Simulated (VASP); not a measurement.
Given:

```
CELL_PARAMETERS angstrom
      1.60347    -2.87428     0.00000
      1.60347     2.87428     0.00000
      0.00000     0.00000     5.07220
ATOMIC_POSITIONS crystal
  Zr 0.33333 0.66667 0.25000
  Zr 0.67760 0.34426 0.75000
```

All values below come from PBE GGA, VASP's PBE PAW potentials (set 64) (plane waves; VASP 6.6.1). Settings: EDIFF = 1E-5, 400 eV cut-off, 12×12×7 Γ-centred mesh, first-order Methfessel-Paxton smearing of 0.10 eV, potentials Zr_sv.

Task: Give the force on each atom (eV/Å).

Result: 
```
atom      Fx      Fy     Fz
----  ------  ------  -----
Zr1    0.037  -0.055  0.000
Zr2   -0.037   0.055  0.000
```

Task: Give the stress tensor in GPa (positive for a compressed cell).

Result: 
```
 0.69  -0.22   0.00
-0.22  -2.11   0.00
 0.00   0.00   1.73
```
The pressure is its mean diagonal, 0.10 GPa.

The compound is Zr in the hcp structure. The cell was not relaxed at this level, atoms are displaced from their ideal sites. The run is one of a series of settings (EDIFF = 1E-5 against the base run), some of them coarse on purpose.
